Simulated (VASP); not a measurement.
These are PBEsol GGA, VASP's PBE PAW potentials (set 64) (plane waves; VASP) values and carry that method's errors.

Input for VASP

### INCAR
```
SYSTEM=Tl
PREC=Accurate; ENCUT=480; LREAL=.False.
LASPH=.True.
EDIFF=1E-7; NELM=100; ALGO=Normal
LMAXMIX=4
ISMEAR=1; SIGMA=0.1
GGA=PS
ISIF=2
LWAVE=.False.; LCHARG=.False.
```

**POSCAR**
```
Tl
1
    1.7179779385    -2.9756251765     0.0000000000
    1.7179779385     2.9756251765     0.0000000000
    0.0000000000    -0.0000000000     5.5623181137
Tl
2
Direct
  0.3333330000   0.6666670000   0.2500000000
  0.6666670000   0.3333330000   0.7859562319
```

### KPOINTS
```
Automatic mesh
0
Gamma
12 12 6
0 0 0
```

POTCAR, in this order: Tl_d (PBE.64 set). Program: vasp_std.

Output of the run:

### OSZICAR
```
       N       E                     dE             d eps       ncg     rms          rms(c)
DAV:   1     0.120309413250E+03    0.12031E+03   -0.13844E+04  3424   0.136E+03
DAV:   2    -0.329319894099E+01   -0.12360E+03   -0.12219E+03  3651   0.285E+02
DAV:   3    -0.527028785080E+01   -0.19771E+01   -0.19627E+01  4054   0.323E+01
DAV:   4    -0.528171983463E+01   -0.11432E-01   -0.11434E-01  3774   0.250E+00
DAV:   5    -0.528185011928E+01   -0.13028E-03   -0.13028E-03  3949   0.272E-01    0.328E+00
DAV:   6    -0.521576975904E+01    0.66080E-01   -0.12960E-01  3558   0.309E+00    0.227E+00
DAV:   7    -0.520440085858E+01    0.11369E-01   -0.49910E-02  3606   0.189E+00    0.842E-01
DAV:   8    -0.520346848455E+01    0.93237E-03   -0.33547E-03  3603   0.491E-01    0.486E-02
DAV:   9    -0.520346947191E+01   -0.98736E-06   -0.24748E-05  4009   0.424E-02    0.125E-02
DAV:  10    -0.520347147555E+01   -0.20036E-05   -0.24495E-06  3648   0.153E-02    0.534E-03
DAV:  11    -0.520347151560E+01   -0.40043E-07   -0.12924E-07  2821   0.240E-03
   1 F= -.52034715E+01 E0= -.52033997E+01  d E =-.215319E-03
```

### OUTCAR
```
------------------------ aborting loop because EDIFF is reached ----------------------------------------
  FORCE on cell =-STRESS in cart. coord.  units (eV):
  Direction    XX          YY          ZZ          XY          YZ          ZX
  --------------------------------------------------------------------------------------
  Total        0.4059522      0.4059522      0.0652575     -0.0000000      0.0000000      0.0000000
  in kB       11.4367816     11.4367824      1.8384834     -0.0000000      0.0000000      0.0000000
  external PRESSURE =       8.2373492 kB  Pullay stress =       0.0000000 kB
  volume of cell :       56.87
      direct lattice vectors                 reciprocal lattice vectors
     1.717977939 -2.975625176  0.000000000     0.291039826 -0.168031916  0.000000000
     1.717977939  2.975625176  0.000000000     0.291039826  0.168031916  0.000000000
     0.000000000  0.000000000  5.562318114     0.000000000  0.000000000  0.179781160
 POSITION                                       TOTAL-FORCE (eV/Angst)
 -----------------------------------------------------------------------------------
      1.71798      0.99188      1.39058        -0.000000     -0.000000      0.592347
      1.71798     -0.99188      4.37174         0.000000      0.000000     -0.592347
 -----------------------------------------------------------------------------------
    total drift:                                0.000000     -0.000021      0.000029
  FREE ENERGIE OF THE ION-ELECTRON SYSTEM (eV)
  ---------------------------------------------------
  free  energy   TOTEN  =        -5.2034715156 eV

  energy  without entropy=       -5.2032561967  energy(sigma->0) =       -5.20339974
```
(Selected blocks of OUTCAR.)

The compound is Tl in the hcp structure. This cell was strained or had an atom moved on purpose.
